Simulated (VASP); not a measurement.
Calculation: revTPSS meta-GGA, VASP's PBE PAW potentials (set 64) (plane waves; VASP 6.6.1).

The input files of a VASP run:

File KPOINTS:
```
Automatic mesh
0
Gamma
7 7 7
0 0 0
```

**INCAR**
```
SYSTEM = KI
PREC = Accurate
ENCUT = 520
EDIFF = 1E-7
NELM = 100
ALGO = Normal
LREAL = .FALSE.
LASPH = .TRUE.
ISMEAR = 0
SIGMA = 0.05
METAGGA = RTPSS
LMIXTAU = .TRUE.
LMAXMIX = 4
LWAVE = .FALSE.
LCHARG = .FALSE.
ISIF = 2
```

### POSCAR
```
KI
1
    0.0000000000     3.6241383959     3.6241383959
    3.6241383959     0.0000000000     3.6241383959
    3.6241383959     3.6241383959     0.0000000000
K I
1 1
Direct
  0.0000000000   0.0000000000   0.0000000000
  0.5000000000   0.5000000000   0.5000000000
```

POTCAR, in this order: K_sv I (PBE.64 set). Program: vasp_std.

The run wrote:

File OSZICAR:
```
       N       E                     dE             d eps       ncg     rms          rms(c)
DAV:   1     0.142943725520E+03    0.14294E+03   -0.71024E+03   488   0.144E+03
DAV:   2     0.284808579100E+02   -0.11446E+03   -0.10568E+03   708   0.301E+02
DAV:   3     0.179175939833E+02   -0.10563E+02   -0.10490E+02   644   0.894E+01
DAV:   4     0.171596530184E+02   -0.75794E+00   -0.75521E+00   840   0.282E+01
DAV:   5     0.171365176902E+02   -0.23135E-01   -0.23106E-01   668   0.336E+00    0.118E+02
DAV:   6     0.147274371832E+02   -0.24091E+01   -0.12955E+02   480   0.187E+02    0.453E+01
DAV:   7     0.138389122976E+02   -0.88852E+00   -0.19201E+00   612   0.115E+01    0.309E+01
DAV:   8     0.139125930196E+02    0.73681E-01   -0.13767E-01   588   0.483E+00    0.260E+01
DAV:   9     0.138457695935E+02   -0.66823E-01   -0.77998E-02   564   0.283E+00    0.119E+01
DAV:  10     0.138285471836E+02   -0.17222E-01   -0.39644E-02   536   0.197E+00    0.177E+00
DAV:  11     0.138237486659E+02   -0.47985E-02   -0.54028E-02   704   0.290E+00    0.180E+00
DAV:  12     0.138230029523E+02   -0.74571E-03   -0.24233E+02   480   0.105E+04    0.504E-01
DAV:  13     0.138113170878E+02   -0.11686E-01   -0.11649E-01   480   0.446E+00    0.443E-01
DAV:  14     0.138119442942E+02    0.62721E-03   -0.13492E-03   624   0.467E-01    0.444E-01
DAV:  15     0.138143526064E+02    0.24083E-02   -0.29793E-03   488   0.631E-01    0.376E-01
DAV:  16     0.138056513120E+02   -0.87013E-02   -0.72301E-03   768   0.669E-01    0.758E-01
DAV:  17     0.138049854022E+02   -0.66591E-03   -0.20366E-04   580   0.190E-01    0.751E-01
DAV:  18     0.138046813808E+02   -0.30402E-03   -0.16368E-04   528   0.175E-01    0.662E-01
DAV:  19     0.138042511823E+02   -0.43020E-03   -0.79584E-05   504   0.142E-01    0.386E-01
DAV:  20     0.138045667612E+02    0.31558E-03   -0.16954E-05   544   0.479E-02    0.361E-01
DAV:  21     0.138046563169E+02    0.89556E-04   -0.15834E-05   516   0.377E-02    0.379E-01
DAV:  22     0.138041251668E+02   -0.53115E-03   -0.93000E-05   480   0.101E-01    0.350E-01
DAV:  23     0.138028315351E+02   -0.12936E-02   -0.88193E-04   480   0.300E-01    0.152E-01
DAV:  24     0.138027274455E+02   -0.10409E-03   -0.16243E-04   744   0.101E-01    0.102E-01
DAV:  25     0.138027035899E+02   -0.23856E-04   -0.11399E-05   592   0.309E-02    0.838E-02
DAV:  26     0.138026882593E+02   -0.15331E-04   -0.69452E-06   644   0.212E-02    0.713E-02
DAV:  27     0.138026380366E+02   -0.50223E-04   -0.94066E-05   484   0.776E-02    0.132E-02
DAV:  28     0.138026383000E+02    0.26344E-06   -0.71241E-06   608   0.269E-02    0.171E-02
DAV:  29     0.138026376967E+02   -0.60335E-06   -0.19105E-06   648   0.126E-02    0.125E-02
DAV:  30     0.138026373093E+02   -0.38735E-06   -0.47438E-07   616   0.105E-02    0.666E-03
DAV:  31     0.138026359006E+02   -0.14088E-05   -0.10925E-06   492   0.102E-02    0.286E-03
DAV:  32     0.138026358926E+02   -0.79274E-08   -0.51825E-08   392   0.246E-03
   1 F= 0.13802636E+02 E0= 0.13802636E+02  d E =-.144167E-20
```

**OUTCAR**
```
------------------------ aborting loop because EDIFF is reached ----------------------------------------
  FORCE on cell =-STRESS in cart. coord.  units (eV):
  Direction    XX          YY          ZZ          XY          YZ          ZX
  --------------------------------------------------------------------------------------
  Total       -0.1739475     -0.1739475     -0.1739475      0.0000000      0.0000000     -0.0000000
  in kB       -2.9274169     -2.9274169     -2.9274169      0.0000000      0.0000000     -0.0000000
  external PRESSURE =      -2.9274169 kB  Pullay stress =       0.0000000 kB
  volume of cell :       95.20
      direct lattice vectors                 reciprocal lattice vectors
     0.000000000  3.624138396  3.624138396    -0.137963826  0.137963826  0.137963826
     3.624138396  0.000000000  3.624138396     0.137963826 -0.137963826  0.137963826
     3.624138396  3.624138396  0.000000000     0.137963826  0.137963826 -0.137963826
  FREE ENERGIE OF THE ION-ELECTRON SYSTEM (eV)
  ---------------------------------------------------
  free  energy   TOTEN  =        13.8026358926 eV

  energy  without entropy=       13.8026358926  energy(sigma->0) =       13.80263589
```
(Selected blocks of OUTCAR.)

The compound is KI in the rock salt structure. This cell is one point of a volume scan, at 1.03 of the reference volume.
